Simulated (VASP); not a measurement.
Output of a VASP run:

OSZICAR:
```
       N       E                     dE             d eps       ncg     rms          rms(c)
DAV:   1     0.785450030853E+02    0.78545E+02   -0.63747E+03   442   0.931E+02
DAV:   2    -0.494300880566E+01   -0.83488E+02   -0.79552E+02   562   0.163E+02
DAV:   3    -0.105320876997E+02   -0.55891E+01   -0.55514E+01   517   0.495E+01
DAV:   4    -0.105877761418E+02   -0.55688E-01   -0.55618E-01   497   0.578E+00
DAV:   5    -0.105882915004E+02   -0.51536E-03   -0.51533E-03   557   0.555E-01    0.638E+00
DAV:   6    -0.105267713781E+02    0.61520E-01   -0.40380E-02   467   0.146E+00    0.394E+00
DAV:   7    -0.105062336952E+02    0.20538E-01   -0.79032E-02   487   0.204E+00    0.195E-01
DAV:   8    -0.105056378420E+02    0.59585E-03   -0.99290E-03   467   0.703E-01
   1 F= -.10505638E+02 E0= -.10505638E+02  d E =-.923127E-16
```

File OUTCAR:
```
------------------------ aborting loop because EDIFF is reached ----------------------------------------
  FORCE on cell =-STRESS in cart. coord.  units (eV):
  Direction    XX          YY          ZZ          XY          YZ          ZX
  --------------------------------------------------------------------------------------
  Total       -0.1963489     -0.1963489     -0.1913232      0.0000000      0.0000000      0.0000000
  in kB       -3.6210931     -3.6210937     -3.5284097      0.0000000      0.0000000      0.0000000
  external PRESSURE =      -3.5901988 kB  Pullay stress =       0.0000000 kB
  volume of cell :       86.88
      direct lattice vectors                 reciprocal lattice vectors
     2.228700000 -3.860222000  0.000000000     0.224346031 -0.129526229  0.000000000
     2.228700000  3.860222000  0.000000000     0.224346031  0.129526229  0.000000000
     0.000000000  0.000000000  5.049000000     0.000000000  0.000000000  0.198059022
 POSITION                                       TOTAL-FORCE (eV/Angst)
 -----------------------------------------------------------------------------------
      0.50146      0.86855      3.36600        -0.074584     -0.129183     -0.000000
      3.45448      0.00000      0.00000         0.149168      0.000000      0.000000
      0.50146     -0.86855      1.68300        -0.074584      0.129183      0.000000
 -----------------------------------------------------------------------------------
    total drift:                               -0.000190     -0.000439      0.000008
  FREE ENERGIE OF THE ION-ELECTRON SYSTEM (eV)
  ---------------------------------------------------
  free  energy   TOTEN  =       -10.5056378420 eV

  energy  without entropy=      -10.5056378420  energy(sigma->0) =      -10.50563784
```
(Selected blocks of OUTCAR.)

File POSCAR:
```
Se
1
    2.2287000000    -3.8602220000     0.0000000000
    2.2287000000     3.8602220000     0.0000000000
    0.0000000000     0.0000000000     5.0490000000
Se
3
Direct
  0.0000000000   0.2250000000   0.6666670000
  0.7750000000   0.7750000000   0.0000000000
  0.2250000000   0.0000000000   0.3333330000
```

Q: Write an INCAR and KPOINTS that could have produced this output.

A: One answer among several that fit: the input of the run itself, PBE GGA, plane waves, VASP's PBE PAW potentials (set 64).

**INCAR**
```
! general
SYSTEM =Se
PREC   =Accurate
ENCUT  =400   ! plane-wave cut-off (eV)
LREAL  =.FALSE.   ! projection in real space or not
LASPH  =.TRUE.   ! aspherical one-centre terms

! electronic loop
EDIFF  =1E-3   ! SCF stop (eV)
NELM   =100   ! most electronic steps
ALGO   =Normal
LMAXMIX=4

! smearing
ISMEAR =0
SIGMA  =0.05

! functional
GGA    =PE   ! PBE

! ions
ISIF   =2   ! forces and stress, cell fixed

! output
LWAVE  =.FALSE.
LCHARG =.FALSE.
```

**KPOINTS**
```
Automatic mesh
0
Gamma
5 5 4
0 0 0
```

POTCAR, in this order: Se (PBE.64 set). Program: vasp_std.

The compound is Se in the trig structure. The cell was not relaxed at this level. The run is one of a series of settings (EDIFF = 1E-3 against the base run), some of them coarse on purpose.
